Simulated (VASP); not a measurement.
Output of a VASP run:

OSZICAR:
```
       N       E                     dE             d eps       ncg     rms          rms(c)
DAV:   1     0.603766370595E+02    0.60377E+02   -0.70789E+03  1456   0.114E+03
DAV:   2    -0.447896466092E+02   -0.10517E+03   -0.10320E+03  1526   0.288E+02
DAV:   3    -0.516705527738E+02   -0.68809E+01   -0.68475E+01  1916   0.847E+01
DAV:   4    -0.518608960186E+02   -0.19034E+00   -0.19028E+00  1817   0.164E+01
DAV:   5    -0.518676359421E+02   -0.67399E-02   -0.67397E-02  2071   0.240E+00    0.514E+00
DAV:   6    -0.488384772785E+02    0.30292E+01   -0.16825E+00  1746   0.284E+01    0.279E+00
DAV:   7    -0.486666691655E+02    0.17181E+00   -0.48000E-01  1496   0.101E+01    0.141E+00
DAV:   8    -0.488613254581E+02   -0.19466E+00   -0.36556E-01  1481   0.646E+00    0.966E-01
DAV:   9    -0.487413177285E+02    0.12001E+00   -0.42211E-02  1521   0.268E+00    0.662E-01
DAV:  10    -0.487564301525E+02   -0.15112E-01   -0.91875E-03  1611   0.106E+00    0.104E+00
DAV:  11    -0.487643595147E+02   -0.79294E-02   -0.34499E-02  1482   0.171E+00    0.358E-01
DAV:  12    -0.487664430698E+02   -0.20836E-02   -0.60964E-03  1756   0.505E-01    0.262E-01
DAV:  13    -0.487670310619E+02   -0.58799E-03   -0.33061E-04  1516   0.155E-01    0.312E-01
DAV:  14    -0.487661880164E+02    0.84305E-03   -0.41771E-04  1476   0.162E-01    0.348E-01
DAV:  15    -0.487635470402E+02    0.26410E-02   -0.12323E-03  1526   0.278E-01    0.680E-01
DAV:  16    -0.487600901265E+02    0.34569E-02   -0.32150E-03  1471   0.691E-01    0.243E+00
DAV:  17    -0.487658874714E+02   -0.57973E-02   -0.64405E-03  1461   0.103E+00    0.543E-01
DAV:  18    -0.487668053075E+02   -0.91784E-03   -0.23569E-03  1581   0.494E-01    0.502E-02
DAV:  19    -0.487668109913E+02   -0.56837E-05   -0.13131E-04  1641   0.132E-01    0.497E-02
DAV:  20    -0.487668884082E+02   -0.77417E-04   -0.17763E-04  1456   0.158E-01    0.347E-02
DAV:  21    -0.487669077396E+02   -0.19331E-04   -0.39019E-05  1456   0.796E-02    0.267E-02
DAV:  22    -0.487669126955E+02   -0.49559E-05   -0.25464E-06  1711   0.213E-02    0.182E-02
DAV:  23    -0.487669127276E+02   -0.32089E-07   -0.11095E-06  1556   0.103E-02    0.637E-03
DAV:  24    -0.487669133649E+02   -0.63730E-06   -0.24817E-07  1526   0.629E-03    0.276E-03
DAV:  25    -0.487669131013E+02    0.26362E-06   -0.12121E-07  1033   0.476E-03    0.116E-03
DAV:  26    -0.487669132151E+02   -0.11383E-06   -0.32935E-08   853   0.199E-03    0.140E-03
DAV:  27    -0.487669131134E+02    0.10168E-06   -0.19135E-08   728   0.151E-03    0.380E-04
DAV:  28    -0.487669131195E+02   -0.60636E-08   -0.46902E-09   728   0.112E-03
   1 F= -.48766913E+02 E0= -.48766913E+02  d E =0.000000E+00
       N       E                     dE             ncg
       N       E                     dE             ncg
```

OUTCAR:
```
------------------------ aborting loop because EDIFF is reached ----------------------------------------
  FORCE on cell =-STRESS in cart. coord.  units (eV):
  Direction    XX          YY          ZZ          XY          YZ          ZX
  --------------------------------------------------------------------------------------
  Total       -0.0083657     -0.0083657     -0.0083657     -0.0000000      0.0000000     -0.0000000
  in kB       -0.1902754     -0.1902754     -0.1902754     -0.0000000      0.0000000     -0.0000000
  external PRESSURE =      -0.1902754 kB  Pullay stress =       0.0000000 kB
  volume of cell :       70.44
      direct lattice vectors                 reciprocal lattice vectors
     0.000000000  3.277938723  3.277938723    -0.152534883  0.152534883  0.152534883
     3.277938723  0.000000000  3.277938723     0.152534883 -0.152534883  0.152534883
     3.277938723  3.277938723  0.000000000     0.152534883  0.152534883 -0.152534883
  FREE ENERGIE OF THE ION-ELECTRON SYSTEM (eV)
  ---------------------------------------------------
  free  energy   TOTEN  =       -48.7669131195 eV

  energy  without entropy=      -48.7669131195  energy(sigma->0) =      -48.76691312

 total charge

# of ion       s       p       d       tot
------------------------------------------
    1        0.859   0.720   9.862  11.441
    2        1.112   1.340   0.019   2.471
--------------------------------------------------
tot          1.972   2.059   9.881  13.912
```
(Selected blocks of OUTCAR.)

**POSCAR**
```
InSb
1
    0.0000000000     3.2779387233     3.2779387233
    3.2779387233     0.0000000000     3.2779387233
    3.2779387233     3.2779387233     0.0000000000
In Sb
1 1
Direct
  0.0000000000   0.0000000000   0.0000000000
  0.2500000000   0.2500000000   0.2500000000
```

**Question.** Write an INCAR and KPOINTS that could have produced this output.

**Answer.** Several could match; the one computed here: the input of the run itself, r2SCAN meta-GGA, plane waves, VASP's PBE PAW potentials (set 64).

File KPOINTS_OPT:
```
k-points along high-symmetry lines
10
Line-mode
Reciprocal
  0.000000   0.000000   0.000000 ! GAMMA
 -0.500000  -0.500000   0.000000 ! X

 -0.500000  -0.500000   0.000000 ! X
 -0.375000  -0.375000   0.250000 ! U

 -0.375000   0.000000   0.375000 ! K
  0.000000   0.000000   0.000000 ! GAMMA

  0.000000   0.000000   0.000000 ! GAMMA
  0.000000   0.000000   0.500000 ! L

  0.000000   0.000000   0.500000 ! L
 -0.500000  -0.250000   0.250000 ! W

 -0.500000  -0.250000   0.250000 ! W
 -0.500000  -0.500000   0.000000 ! X
```

KPOINTS:
```
Automatic mesh
0
Gamma
  11 11 11
```

**INCAR**
```
# general
SYSTEM =InSb
PREC   =Accurate
ENCUT  =400
LREAL  =.FALSE.
LASPH  =.TRUE.

# electronic loop
EDIFF  =1E-7
NELM   =100
ALGO   =Normal
LMAXMIX=4
LMIXTAU=.TRUE.

# smearing
ISMEAR =-5

# functional
METAGGA=R2SCAN

# ions
ISIF   =2

# output
LWAVE  =.FALSE.
LCHARG =.FALSE.
LORBIT =11
NEDOS  =601
```

POTCAR, in this order: In_d Sb (PBE.64 set). Program: vasp_std.

The structure was generated: InSb was put into the zinc blende type (F-43m), which need not be its known phase. It was relaxed first.
